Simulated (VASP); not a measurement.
Given:

```yaml
crystal:
  lattice:
    - [2.86355, 0.00000, 0.00000]
    - [0.00000, 2.86355, 0.00000]
    - [0.00000, 0.00000, 2.86355]
  atoms:
    - { symbol: Al, position: [0.50000, 0.50000, 0.50000] }
    - { symbol: Ni, position: [0.00000, 0.00000, 0.00000] }
```

Method: AM05 GGA, VASP's PBE PAW potentials (set 64) (plane waves; VASP). Settings: 520 eV cut-off, 14×14×14 Γ-centred mesh, tetrahedra with Blöchl corrections, potentials Al Ni.

Question: The job: NiAl (CsCl type), 2 atoms, AM05, static run, 520 eV, 14×14×14 Γ-centred mesh. Roughly how much core time does it take on a busy server core?

Answer: About 10 core-seconds (one run on a shared machine, a rough figure). It had 120 irreducible k-points, 10 bands, up to 655 plane waves and 14 electronic steps.

The compound is NiAl in the CsCl type structure. It was relaxed first. The run is not spin-polarised, so no magnetic state was tried. The electron count is odd and the run is not spin-polarised, which forces a metal.
